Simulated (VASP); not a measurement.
Here is the system:

```
ScF3
1.0
    2.85141     1.64626     4.65336
   -2.85141     1.64626     4.65336
    0.00000    -3.29252     4.65336
Sc F
2 6
Direct
  0.50000   0.50000   0.50000
  0.00000   0.00000   0.00000
  0.72658   0.25000   0.77342
  0.27342   0.75000   0.22658
  0.77342   0.72658   0.25000
  0.22658   0.27342   0.75000
  0.25000   0.77342   0.72658
  0.75000   0.22658   0.27342
```

Level of theory: PBEsol GGA, VASP's PBE PAW potentials (set 64) (plane waves; VASP). Settings: 400 eV cut-off, 5×5×5 Γ-centred mesh, Gaussian smearing of 0.010 eV, potentials Sc_sv F.

At this cut-off the stress carries a Pulay error, which pulls relaxed volumes low.

**Question.** Give the stress tensor in GPa (positive for a compressed cell).

**Answer.** 
```
-9.25   0.00   0.00
 0.00  -9.25   0.00
 0.00   0.00  -9.12
```
The pressure is its mean diagonal, -9.21 GPa.

The structure comes from a computed database's ScF3 entry; how it stands against other phases isn't given here. The cell was not relaxed at this level.
